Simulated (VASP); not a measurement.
```
CELL_PARAMETERS angstrom
      3.83741     0.00000     0.00000
      0.00000     3.83741     0.00000
      0.00000     0.00000     3.83741
ATOMIC_POSITIONS crystal
  Sr 0.00000 0.00000 0.00000
  V  0.50000 0.50000 0.50000
  O  0.50000 0.00000 0.50000
  O  0.00000 0.50000 0.50000
  O  0.50000 0.50000 0.00000
```

Calculation: rev-vdW-DF2, VASP's PBE PAW potentials (set 64) (plane waves; VASP 6.6.1). Settings: 520 eV cut-off, Gaussian smearing of 0.050 eV, potentials Sr_sv V_sv O.

**Question.** Give the energies of bands 12 to 23 at the high-symmetry points, in eV from the Fermi level.

**Answer.** 
```csv
band,Γ,X,M,R
12,-5.22,-6.73,-7.01,-7.22
13,-5.22,-5.25,-6.96,-6.53
14,-5.22,-5.25,-6.55,-6.53
15,-3.30,-4.62,-5.15,-5.95
16,-3.30,-4.61,-5.15,-5.95
17,-3.30,-4.61,-4.14,-5.95
18,-2.45,-4.17,-3.66,-2.06
19,-2.45,-2.90,-3.66,-2.06
20,-2.45,-2.90,-2.16,-2.06
21,-0.99,-0.87,0.91,1.50
22,-0.99,0.93,0.91,1.50
23,-0.99,0.93,1.27,1.50
```

It has no gap at this level: it comes out as a metal or semimetal.

The compound is SrVO3 in the cubic perovskite structure. It was relaxed first. The run is not spin-polarised, so no magnetic state was tried. The electron count is odd and the run is not spin-polarised, which forces a metal.
